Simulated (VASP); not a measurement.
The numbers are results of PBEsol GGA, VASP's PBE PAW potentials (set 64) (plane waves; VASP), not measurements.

A VASP calculation is set up with these files.

### KPOINTS
```
Automatic mesh
0
Gamma
15 15 15
0 0 0
```

**INCAR**
```
NELM = 100   ! most electronic steps
LREAL = .FALSE.   ! projection in real space or not
SIGMA = 0.272   ! width (eV)
LMAXMIX = 4
SYSTEM = GaCo
LORBIT = 11   ! lm-projected
LASPH = .TRUE.
ENCUT = 300
LCHARG = .FALSE.
GGA = PS   ! PBEsol
ISPIN = 2
PREC = Accurate
EDIFF = 1E-6
ALGO = Normal
ISIF = 2
ISMEAR = 1
LWAVE = .FALSE.
```

File POSCAR:
```
GaCo
1
    2.8213200000     0.0000000000     0.0000000000
    0.0000000000     2.8213200000     0.0000000000
    0.0000000000     0.0000000000     2.8213200000
Ga Co
1 1
Direct
  0.5000000000   0.5000000000   0.5000000000
  0.0000000000   0.0000000000   0.0000000000
```

POTCAR, in this order: Ga_d Co (PBE.64 set). Program: vasp_std. The INCAR's line for the spin-polarised start is left out here.

### Question
What will the output report for the number of irreducible k-points (NKPTS), largest plane-wave count, number of space-group operations, FFT grid (NGX, NGY, NGZ)?

### Answer

```json
{
 "number of irreducible k-points (NKPTS)": "120",
 "largest_plane_wave_count": "284",
 "number_of_space_group_operations": "48",
 "FFT grid (NGX, NGY, NGZ)": "16 × 16 × 16"
}
```

The structure comes from a computed database's GaCo entry; how it stands against other phases isn't given here. The cell was not relaxed at this level.
